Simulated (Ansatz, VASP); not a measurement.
## Cross-check of VSeS (1T-VSSe monolayer) between VASP and Ansatz

One calculation is typed for both programs; each brings its own data sets. How far apart do they land? The structure shown is the end of the Ansatz relaxation below.

Program: Ansatz 0.2.0. Level of theory: plane waves, with VASP 6.6.1 beside it; single point at PBE. Results are calculated unless marked as measured.

### 1. The starting structure

The cell holds 3 atoms: 1 Se, 1 V and 1 S. Its edges and angles: a = 3.276 Å, b = 3.276 Å, c = 30.532 Å, α = 90.0°, β = 90.0°, γ = 120.0°. Vacuum lies along c. The height across the vacuum is the one that the program set for its solve, not the one typed.

### 2. Ansatz: relaxation, PBE

Ansatz runs on its PAW soft_1 files.

This run makes the geometry at which the two programs are then compared.

The input, input.yaml:

```yaml
crystal:
  lattice:
    - [3.25, 0.0, 0.0]
    - [-1.625, 2.8145825623, 0.0]
    - [0.0, 0.0, 17.3660927913]
  atoms:
    - { symbol: Se, position: [0.6666666667, 0.3333333333, 0.4030843371] }
    - { symbol: V, position: [0.0, 0.0, 0.5064715475], spin: 1.0 }
    - { symbol: S, position: [0.3333333333, 0.6666666667, 0.5969156629] }
  periodic: [true, true, false]
magnetization:
  spin_polarized: true
kpoints:
  mp_grid: { grid: [12, 12, 1] }
hamiltonian:
  xc: pbe
  pseudopotentials: { kind: paw, azcp: { folder: soft_1 } }
scf:
  occupations: { method: fermi_dirac, width: 0.05 }
relax:
  f_tol: 0.01
  max_steps: 90
  cell: {}
```

Started as:

```sh
ansatz run input.yaml --threads 4 --pin off --max-ram 8192MiB --backend cpu --events-out ev --progress --plain --runs-dir out
```

Numbers of over 12 decimals in the logs are rounded to 6 here.

Output:

```text
Warning: crystal.periodic: the lattice vector that does not repeat stood 0.000° off the slab's normal, 17.366 Å along it as the deck builds it. The run solves the slab on a vector along the normal, 30.532 Å long, with every atom where it was (on the deck's vector they left 14.00 Å outside them, and the widest stretch free of ions among them is 1.80 Å). A fractional position that the run reports is one of the run's ce [...]
crystal.periodic: the lattice vector that does not repeat stood 0.000° off the slab's normal, 17.366 Å along it as the deck builds it. The run solves the slab on a vector along the normal, 30.532 Å long, with every atom where it was (on the deck's vector they left 14.00 Å outside them, and the widest stretch free of ions among them is 1.80 Å). A fractional position that the run reports is one of the run's cell, which [...]
Engine: ansatz 0.2.0, x86_64-unknown-linux-gnu
Pseudopotentials: kind: paw
Pseudopotential: Se, paw, valence charge 16, recommended cutoff 420 eV (normal), soft_1/Se.paw.azcp
Pseudopotential: V, paw, valence charge 13, recommended cutoff 420 eV (normal), soft_1/V.paw.azcp
Pseudopotential: S, paw, valence charge 6, recommended cutoff 420 eV (normal), soft_1/S.paw.azcp
Functional definition: PBE
  parameter kappa = 0.804
  parameter beta = 0.066725
  exchange = pbe_x(kappa = kappa, mu = beta*pi^2/3)
  correlation = pbe_c(beta = beta)
Crystal: 3 atoms, lattice volume = 279.290 Å³
Basis set: ecut = 420 eV, 5575 PW (Γ), exchange–correlation on 48×48×432 points (8 copies of the dense FFT grid, shifted against one another)
Bands: 22, of which v1, the nominal top of the filled ones, is band 18 counted from 1 (17 counted from 0)
Symmetry: 6 space group operations
Space group: P3m1 (ITA 156), of the structure as read, at distance tolerance 6.5e-5 Å
Magnetic group: BNS 156.49 (UNI 1279), of the structure as read, at distance tolerance 6.5e-5 Å
k-points: 19 of 144 (time reversal used)
Non-local potential: Se, projectors of the file, l = 0: 2, l = 1: 2, l = 2: 3, l = 3: 1
Non-local potential: V, projectors of the file, l = 0: 3, l = 1: 2, l = 2: 3, l = 3: 1
Non-local potential: S, projectors of the file, l = 0: 2, l = 1: 2, l = 2: 1
PAW form: soft (Blöchl's): semilocal exchange-correlation on the pseudo side does not see the compensation charge
PAW one-centre angular grid: Se, 590 points (default); XC on 64 Gauss nodes
PAW one-centre angular grid: V, 590 points (default); XC on 64 Gauss nodes
PAW one-centre angular grid: S, 110 points (default); XC on 64 Gauss nodes
Initial density: superposition of atomic densities (neutral atoms: chi_scale 0, normalization atom)
Starting moments: Σ|m| = 1 μB on 1 of 3 sites
Initial wavefunctions: pseudopotential atomic-orbital guess
Functional: x = pbe(κ = 0.804, μ = 0.219515), c = pbe(β = 0.066725)
[...]
SCF iter   3: F=—  HF=-9285.922577 eV  |F-HF|=—  |Δ(HF+E_count)|=   1.22e-5  Δρ=4.95e-5 (↑3.76e-5 ↓4.95e-5)  dr2=1.93e-6  dr2_m=4.26e-6  M=0.687 μB ∫|m|=0.896 μB  β_m=0.76  ethr=3.57e-8  ⟨swp⟩=3.0  Hψ=1621  notcnv=0
SCF iter   4: F=—  HF=-9285.922584 eV  |F-HF|=—  |Δ(HF+E_count)|=   6.29e-6  Δρ=1.14e-5 (↑8.99e-6 ↓1.14e-5)  dr2=3.89e-7  dr2_m=2.06e-7  M=0.688 μB ∫|m|=0.897 μB  β_m=0.79  ethr=5.51e-9  ⟨swp⟩=3.1  Hψ=1816  notcnv=0
SCF iter   5: F=—  HF=-9285.922584 eV  |F-HF|=—  |Δ(HF+E_count)|=   3.31e-7  Δρ=4.61e-6 (↑3.07e-6 ↓4.61e-6)  dr2=3.01e-7  dr2_m=1.80e-8  M=0.688 μB ∫|m|=0.897 μB  β_m=0.83  ethr=1.11e-9  ⟨swp⟩=3.2  Hψ=1822  notcnv=0
SCF iter   6: F=-9285.922584 eV  HF=-9285.922584 eV  |F-HF|=2.78e-8  |Δ(HF+E_count)|=   6.12e-8  Δρ=2.68e-6 (↑2.08e-6 ↓2.68e-6)  dr2=7.09e-8  dr2_m=1.09e-9  M=0.688 μB ∫|m|=0.898 μB  ethr=8.57e-10  ⟨swp⟩=6.0  Hψ=3152  notcnv=0
SCF 4 converged in 6 iterations: F = -9285.922584 eV  dr2 = 7.09e-8
relax step   4: F+E_penalty+E_count = -9285.92258387 eV  Δ(F+E_penalty+E_count) = -1.135e-3 eV  max|allowed force component| = 2.638e-2 eV/Å  Δτ_max = 0.0086 Å  P = +0.022 N/m  Ω = 283.469 Å³  energy of the carried Pulay correction = -2.481e-4 eV  fix = [c, alpha, beta]  reactions: c +0.000 N/m  (6 SCF iters, dr2 threshold 3.00e-7 eV, accepted)
[...]
relax step   5: F+E_penalty+E_count = -9285.92262213 eV  Δ(F+E_penalty+E_count) = -3.826e-5 eV  max|allowed force component| = 8.897e-4 eV/Å  Δτ_max = 0.0023 Å  P = +0.017 N/m  Ω = 283.758 Å³  energy of the carried Pulay correction = -2.651e-4 eV  fix = [c, alpha, beta]  reactions: c +0.000 N/m  (6 SCF iters, dr2 threshold 4.35e-8 eV, accepted)
[...]
relax step   6: F+E_penalty+E_count = -9285.92297987 eV  Δ(F+E_penalty+E_count) = -3.577e-4 eV  max|allowed force component| = 6.549e-4 eV/Å  Δτ_max = 0.0000 Å  P = +0.028 N/m  Ω = 283.758 Å³  fix = [c, alpha, beta]  reactions: c +0.000 N/m  stress off target by 2.84e-2 N/m on what of the cell is left free  SCF on the basis re-selected at this cell (its energy is not comparable with the rows above)  (9 SCF iters)
basis re-selected at this cell: Δ(F+E_penalty+E_count) = -3.577e-4 eV, ΔP = +0.011 N/m vs the last step (what re-selecting the basis moved, of the pressure what is left beyond the Pulay correction that the steps carried, after the strain that the cell walked since its last selection, with what the two solves' SCF thresholds leave and, on support functions, any second-order correction that the steps lacked; it is no m [...]
SCF converged after 9 iterations
Magnetization: 0.6923 μB (17.8462 up, 17.1538 down)
Absolute magnetization: 0.9019 μB (∫|ρ↑−ρ↓|, with the PAW one-centre terms)
Spin contamination: 0.0258 ħ² per cell (⟨S²⟩ above its minimum at these occupations)
Per-site moments (μB) at R_I (Å): [(-0.051169, 1.032753), (0.625306, 0.968315), (-0.010685, 0.968315)]
Free energy (F): -9285.922980 eV
Harris-Foulkes:  -9285.922980 eV  (|F-HF|=4.37e-11)
Internal energy: -9285.910765 eV  (E = F + TS)
E sigma→0 (E₀):  -9285.916872 eV
Entropy (-TS):   -0.012215 eV (-4.072 meV/atom)
Fermi energy:    -5.204782 eV
--- Per-component energies (eV) ---
  E_band       = -1111.056936
  E_kinetic    = 511.309115
  E_local      = -78001.200954  (includes V_loc(G=0)·N_el)
  E_nonlocal   = -239.175604
  E_hartree    = 38673.075814
  E_xc         = -288.981416
  E_vxc        = -318.496132  (∫ρ·V_xc dr)
  E_paw        = -3863.771232  (= ΣΔE_a)
  E_vpaw       = -409.645680  (= ΣTr[D̂ρ^β])
  E_aug_tail   = 0.000708  (compensation charges beyond the density's cutoff)
  E_ewald      = 33922.832803
  E_smearing   = -0.012215  (= −TS)
  E_closure    = -0.000000  (closes the sum)
  Σ components = -9285.922980   (vs F -9285.922980, Δ=0.00e0)
--- Forces (eV/Å), atoms counted from 1 ---
  atom   1  Se     0.00000000    -0.00000000     0.00010537
  atom   2  V      0.00000000     0.00000000    -0.00065493
  atom   3  S      0.00000000     0.00000000     0.00054956
  max |Σ_I F_I| component: 3.58e-9 eV/Å
--- 2D stress c σ (N/m, compression-positive) ---
        0.028424       0.000000      -0.000000
       -0.000000       0.028424      -0.000000
       -0.000000      -0.000000       0.000000
  P = ½ c Tr σ = 0.0284 N/m
--- Relaxed structure (5 steps of the walk, 5 accepted, 1 SCFs on fresh bases) ---
  F+E_penalty+E_count = -9285.92297987 eV   max|allowed force component| = 6.549e-4 eV/Å   (the final SCF, on the basis selected at the relaxed cell)
  cell:  # Å, volume = 283.7583 Å³
    - [3.275895, 0.0, 0]
    - [-1.637948, 2.837009, 0]
    - [0, 0, 30.532186]
  atoms:
    - { symbol: Se, position: [0.666667, 0.333333, 0.234618] }
    - { symbol: V, position: [3.8350331149235306e-19, 0, 0.288347] }
    - { symbol: S, position: [0.333333, 0.666667, 0.333886] }
```

Reading the cycles: dr2 is the Hartree energy of the density residual (eV), the measure of convergence; HF is the Harris–Foulkes estimate of the energy, which meets the free energy F at convergence.

### 3. VASP: single point, PBE

The same cell, functional, mesh and smearing now go to VASP, with its own data sets.

Lines of VASP's logs that name or quote its potential files are left out, and so is its time.

The input, INCAR:

```
SYSTEM = VSeS
PREC = Accurate
ENCUT = 400
EDIFF = 1E-06
NELM = 200
ISMEAR = -1
SIGMA = 0.05
LREAL = .FALSE.
ALGO = Normal
GGA = PE
NBANDS = 21
ISPIN = 2
MAGMOM = -0.05 0.63 -0.01
LASPH = .TRUE.
LMAXMIX = 4
LORBIT = 11
LWAVE = .FALSE.
LCHARG = .FALSE.
ISIF = 2
LDIPOL = .TRUE.
IDIPOL = 3
DIPOL = 0.5 0.5 0.286
LVHAR = .TRUE.
GGA_COMPAT = .FALSE.
NELMDL = -8
```

The input, POSCAR:

```
VSeS
1.0
    3.2758954493      0.0000000000      0.0000000000
   -1.6379477246      2.8370086792      0.0000000000
    0.0000000000      0.0000000000     30.5321855794
Se V S
1 1 1
Direct
    0.6666666667      0.3333333333      0.2346181226
    0.0000000000      0.0000000000      0.2883465941
    0.3333333333      0.6666666667      0.3338859864
```

The input, KPOINTS:

```
Automatic mesh
0
Gamma
12 12 1
0 0 0
```

Potentials, in the order of the species: Se, V_sv and S (PBE family, release 64).

Started as:

```sh
mpirun -np 1 vasp_std
```

Output:

```text
[banner, memory and clock lines left out]
running    1 mpi-ranks, on    1 nodes
 distrk:  each k-point on    1 cores,    1 groups
 distr:  one band on    1 cores,    1 groups

 POSCAR found type information on POSCAR SeV S
 POSCAR found :  3 types and       3 ions
 LDA part: xc-table for (Slater+PW92), standard interpolation
 POSCAR, INCAR and KPOINTS ok, starting setup
 FFT: planning ... GRIDC
 FFT: planning ... GRID_SOFT
 FFT: planning ... GRID
 WAVECAR not read
 entering main loop
       N       E                     dE             d eps       ncg     rms          rms(c)
DAV:   1     0.134527128747E+03    0.13453E+03   -0.10931E+04  2164   0.699E+02
DAV:   2    -0.102152890277E+02   -0.14474E+03   -0.14160E+03  2073   0.205E+02
DAV:   3    -0.219835934727E+02   -0.11768E+02   -0.11610E+02  1944   0.514E+01
DAV:   4    -0.222586073348E+02   -0.27501E+00   -0.27464E+00  2102   0.881E+00
DAV:   5    -0.222632012122E+02   -0.45939E-02   -0.45933E-02  2093   0.110E+00
DAV:   6    -0.222633302983E+02   -0.12909E-03   -0.12908E-03  2172   0.178E-01
DAV:   7    -0.222633361408E+02   -0.58426E-05   -0.58425E-05  2108   0.326E-02
DAV:   8    -0.222633364342E+02   -0.29335E-06   -0.29330E-06  1876   0.668E-03    0.219E+01
DAV:   9    -0.250160544479E+02   -0.27527E+01   -0.82207E+01  1701   0.501E+01    0.267E+01
DAV:  10    -0.214195979147E+02    0.35965E+01   -0.13203E+02  2124   0.679E+01    0.135E+01
DAV:  11    -0.194053005650E+02    0.20143E+01   -0.54003E+00  1764   0.142E+01    0.630E+00
DAV:  12    -0.188932745301E+02    0.51203E+00   -0.14701E+00  1994   0.677E+00    0.213E+00
DAV:  13    -0.188401021514E+02    0.53172E-01   -0.15685E-01  2028   0.227E+00    0.110E+00
DAV:  14    -0.188430694505E+02   -0.29673E-02   -0.31962E-01  1836   0.377E+00    0.165E+00
[...]
DAV:  30    -0.189644971504E+02   -0.42534E-02   -0.30335E-05  1853   0.394E-02    0.192E-02
DAV:  31    -0.189682269834E+02   -0.37298E-02   -0.15041E-04  1943   0.795E-02    0.316E-02
DAV:  32    -0.189685177559E+02   -0.29077E-03   -0.92671E-06  1940   0.224E-02    0.219E-02
DAV:  33    -0.189687147534E+02   -0.19700E-03   -0.31192E-05  1860   0.372E-02    0.227E-03
DAV:  34    -0.189687741860E+02   -0.59433E-04   -0.26849E-06  1634   0.919E-03    0.474E-03
DAV:  35    -0.189687869617E+02   -0.12776E-04   -0.46282E-07  1334   0.473E-03    0.273E-03
DAV:  36    -0.189687921197E+02   -0.51580E-05   -0.16675E-07  1294   0.215E-03    0.148E-03
DAV:  37    -0.189687930643E+02   -0.94463E-06   -0.11687E-07  1263   0.177E-03
   1 F= -.18968793E+02 E0= -.18962715E+02  d E =-.121555E-01  mag=     0.6936
```

From OUTCAR (step 3):

```text
ion  position               nearest neighbor table
   1  0.667  0.333  0.235-   2 2.50   2 2.50   2 2.50
   2  0.000  0.000  0.288-   3 2.35   3 2.35   3 2.35   1 2.50   1 2.50   1 2.50
   3  0.333  0.667  0.334-   2 2.35   2 2.35   2 2.35

  LATTYP: Found a hexagonal cell.
 ALAT       =     3.2758954493
 C/A-ratio  =     9.3202564160

 Subroutine GETGRP returns: Found  6 space group operations
 (whereof  6 operations were pure point group operations)

The static configuration has the point symmetry C_3v.

 Found     19 irreducible k-points:

   k-points           NKPTS =     19   k-points in BZ     NKDIM =     19   number of bands    NBANDS=     21

   dimension x,y,z NGX =    24 NGY =   24 NGZ =  200
   dimension x,y,z NGXF=    48 NGYF=   48 NGZF=  400

   ENCUT  =  400.0 eV  29.40 Ry    5.42 a.u.   5.34  5.34 49.79*2*pi/ulx,y,z

   NELECT =      25.0000    total number of electrons

 k-points in reciprocal lattice and weights: Automatic mesh
   0.00000000  0.00000000  0.00000000       0.007
   0.08333333  0.00000000  0.00000000       0.042
   0.16666667  0.00000000  0.00000000       0.042
   0.25000000 -0.00000000  0.00000000       0.042
   0.33333333  0.00000000  0.00000000       0.042
   0.41666667 -0.00000000  0.00000000       0.042
   0.50000000 -0.00000000  0.00000000       0.021
   0.08333333  0.08333333  0.00000000       0.042
   0.16666667  0.08333333  0.00000000       0.083
[...]
0.33333333  0.25000000  0.00000000       0.083
   0.33333333  0.33333333  0.00000000       0.014

 dipolmoment           0.000000      0.000000      0.024389 electrons x Angstroem

 average (electrostatic) potential at core
       1 -61.4646       2 -84.1362       3 -94.6210

 E-fermi :  -3.0125

 spin component 1
 k-point     1 :       0.0000    0.0000    0.0000
  band No.  band energies     occupation
    ...
      9      -5.7962      1.00000
     10      -5.2047      1.00000
     11      -3.4994      0.99994
     12      -3.4994      0.99994
     13      -3.1038      0.86135
     14      -2.3071      0.00000
     15      -2.3071      0.00000
     16       0.2293      0.00000
     17       0.2293      0.00000
     18       1.3983      0.00000
    ...

 k-point     2 :       0.0833    0.0000    0.0000
  band No.  band energies     occupation
    ...
      9      -5.7697      1.00000
     10      -4.9196      1.00000
     11      -3.8447      1.00000
     12      -3.6825      1.00000
     13      -3.2372      0.98894
     14      -2.3230      0.00000
     15      -2.1904      0.00000
     16      -0.1999      0.00000
     17       0.1355      0.00000
     18       1.5511      0.00000
    ...

 k-point     3 :       0.1667    0.0000    0.0000
  band No.  band energies     occupation
    ...
      9      -5.7181      1.00000
     10      -5.0087      1.00000
     11      -4.5710      1.00000
     12      -4.0047      1.00000
     13      -3.3822      0.99939
     14      -2.3189      0.00000
     15      -2.0675      0.00000
     16      -0.8020      0.00000
     17      -0.0319      0.00000
     18       1.9509      0.00000
    ...

 k-point     4 :       0.2500   -0.0000    0.0000
  band No.  band energies     occupation
    ...
      9      -6.2700      1.00000
     10      -5.7154      1.00000
     11      -4.6791      1.00000
     12      -4.2115      1.00000
     13      -3.6122      0.99999
     14      -2.3152      0.00000
     15      -2.1301      0.00000
     16      -0.8513      0.00000
     17      -0.1112      0.00000
     18       2.5382      0.00000
    ...

 k-point     5 :       0.3333    0.0000    0.0000
  band No.  band energies     occupation
    ...
      9      -6.8730      1.00000
     10      -5.8010      1.00000
     11      -5.0782      1.00000
     12      -4.2275      1.00000
     13      -3.8208      1.00000
     14      -2.3142      0.00000
     15      -2.2188      0.00000
     16      -0.4696      0.00000
     17      -0.1032      0.00000
     18       2.9484      0.00000
    ...

 k-point     6 :       0.4167   -0.0000    0.0000
  band No.  band energies     occupation
    ...
      9      -6.5317      1.00000
     10      -5.9059      1.00000
     11      -5.4013      1.00000
     12      -4.1496      1.00000
     13      -3.9321      1.00000
     14      -2.4820      0.00002
     15      -2.1192      0.00000
     16      -0.0779      0.00000
     17      -0.0629      0.00000
     18       2.6993      0.00000
    ...

  Total       -0.0979929     -0.0979929     -0.0922205     -0.0000000      0.0000000     -0.0000000
  in kB       -0.5532948     -0.5532948     -0.5207021     -0.0000000      0.0000000     -0.0000000
  external PRESSURE =      -0.5424306 kB  Pullay stress =       0.0000000 kB

  energy-cutoff  :      400.00
  volume of cell :      283.76
      direct lattice vectors                 reciprocal lattice vectors
     3.275895449  0.000000000  0.000000000     0.305260047  0.176241971  0.000000000
    -1.637947725  2.837008679  0.000000000     0.000000000  0.352483941  0.000000000
     0.000000000  0.000000000 30.532185579     0.000000000  0.000000000  0.032752323

 POSITION                                       TOTAL-FORCE (eV/Angst)
 -----------------------------------------------------------------------------------
      1.63795      0.94567      7.16340        -0.000000      0.000000     -0.025662
      0.00000      0.00000      8.80385         0.000000      0.000000      0.014415
     -0.00000      1.89134     10.19427        -0.000000      0.000000      0.011247
 -----------------------------------------------------------------------------------
    total drift:                               -0.000000     -0.000000     -0.000812

  FREE ENERGIE OF THE ION-ELECTRON SYSTEM (eV)
  ---------------------------------------------------
  free  energy   TOTEN  =       -18.9687930643 eV

  energy  without entropy=      -18.9566375828  energy(sigma->0) =      -18.96271532

 vacuum level on the upper side and lower side of the slab         2.424         1.950

 total charge
# of ion       s       p       d       tot
------------------------------------------
    1        1.484   2.306   0.048   3.839
    2        2.247   6.230   3.020  11.498
    3        1.361   2.345   0.000   3.707
--------------------------------------------------
tot          5.093  10.882   3.068  19.043

 magnetization (x)
# of ion       s       p       d       tot
------------------------------------------
    1       -0.002  -0.058   0.003  -0.057
    2        0.010   0.007   0.684   0.700
    3       -0.001  -0.019   0.000  -0.020
--------------------------------------------------
tot          0.007  -0.071   0.687   0.624

[... 6 further parts left out ...]
```

The cell holds one magnetic atom, so no antiferromagnetic order fits into it.

### 4. Comparison

Known differences besides the potentials themselves: VASP starts from the moments at which Ansatz ended; Ansatz cuts the interaction across the vacuum, VASP repeats the sheet with a dipole correction; the data sets hold 35 valence electrons in Ansatz (on its PAW soft_1 files) and 25 in VASP; the cutoff is 420 eV in Ansatz and 400 eV in VASP; site moments are counted in spheres of each program's own size. Total energies have different zeros and are not compared.

Both answers:

```
          quantity  Ansatz   VASP  difference
 total moment (μB)    0.69   0.69        0.00
 moment on V2 (μB)    0.62   0.70       -0.07
moment on Se1 (μB)   -0.05  -0.06       +0.01
```

At this near-relaxed geometry the largest component of a force difference is 26 meV/Å. With vacuum in the cell, a pressure given here is an average over mostly empty space and none of the material.

### 5. Summary of results

```json
{"difference in total moment (single point, PBE)": "-0.0012 μB", "r.m.s. force difference (single point, PBE)": "11 meV/Å"}
```

What this shows: The r.m.s. force difference is 11 meV/Å (single point, PBE), within the 12 meV/Å picked in this series as the mark of a large difference. The data sets hold unlike numbers of valence electrons (35 in Ansatz and 25 in VASP), so part of the differences comes from the potentials. How closely two codes agree says nothing of how well the functional describes the real material.

[Lines on the potential files, build, host, timing and source positions are cut from VASP's logs without a mark.]

[Logs are printed without paths, hosts, clocks, repeated set-up lines and the standing remarks that a program may print on its own settings, such as how far it seeks lower states.]

[Hosts, paths, dates, database ids (printed as entryN), source tags and the programs' standing remarks are cut or masked in the printed files.]
